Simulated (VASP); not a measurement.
VASP input:

### INCAR
```
ENCUT = 300   ! plane-wave cut-off (eV)
NELM = 100
LWAVE = .FALSE.
ISMEAR = -1   ! Fermi-Dirac
SYSTEM = ScZn3
LCHARG = .FALSE.
ISIF = 2
LREAL = .FALSE.   ! projection in real space or not
LASPH = .TRUE.
SIGMA = 0.05   ! width (eV)
PREC = Accurate
LMAXMIX = 4   ! l cut-off of mixed one-centre charges
EDIFF = 1E-6   ! SCF stop (eV)
ALGO = Normal
```

**KPOINTS**
```
Automatic mesh
0
Gamma
5 5 5
0 0 0
```

### POSCAR
```
ScZn3
1.0
  5.8068450000   0.0000000000   0.0000000000
 -2.9034220000   5.0288750000   0.0000000000
  0.0000000000   0.0000000000   4.2897790000
Sc Zn
2 6
Direct
  0.3517520000   0.6815170000   0.7508100000
  0.6715040000   0.3261450000   0.2388010000
  0.8377530000   0.6961370000   0.7564370000
  0.1667140000   0.3229870000   0.2526570000
  0.1599720000   0.8466760000   0.2643410000
  0.8401060000   0.1575710000   0.7372080000
  0.3005510000   0.1356060000   0.7514010000
  0.6716470000   0.8333600000   0.2483440000
```

POTCAR, in this order: Sc_sv Zn (LDA.64 set). Program: vasp_std.

Task: Translate this LDA calculation to Ansatz.

Result: One equivalent input (not run):
Ansatz 0.2 input:
```yaml
crystal:
  lattice:
    - [5.8068450, 0.0000000, 0.0000000]
    - [-2.9034220, 5.0288750, 0.0000000]
    - [0.0000000, 0.0000000, 4.2897790]
  atoms:
    - { symbol: Sc, position: [0.3517520, 0.6815170, 0.7508100] }
    - { symbol: Sc, position: [0.6715040, 0.3261450, 0.2388010] }
    - { symbol: Zn, position: [0.8377530, 0.6961370, 0.7564370] }
    - { symbol: Zn, position: [0.1667140, 0.3229870, 0.2526570] }
    - { symbol: Zn, position: [0.1599720, 0.8466760, 0.2643410] }
    - { symbol: Zn, position: [0.8401060, 0.1575710, 0.7372080] }
    - { symbol: Zn, position: [0.3005510, 0.1356060, 0.7514010] }
    - { symbol: Zn, position: [0.6716470, 0.8333600, 0.2483440] }
kpoints:
  mp_grid: { grid: [5, 5, 5] }
hamiltonian:
  xc: lda
  pseudopotentials: { kind: paw }
scf:
  occupations: { method: fermi_dirac, width: 0.05 }
  max_iter: 100
output: { forces: true, stress: true, eigenvalues: true }
```
What does not carry over: each code has its own PAW files, so the cut-off isn't converted (ENCUT is set for VASP's; basis.ecutwfc is left out, and Ansatz then takes the one that its files recommend); Ansatz stops its SCF on the density residual and VASP on the energy change (EDIFF); Ansatz's lda is the Perdew-Wang form, while the LDA potentials of VASP carry Perdew-Zunger's.

The structure comes from a computed database's ScZn3 entry (P6_3/mmc); how it stands against other phases isn't given here. The cell was not relaxed at this level, atoms are displaced from their ideal sites.
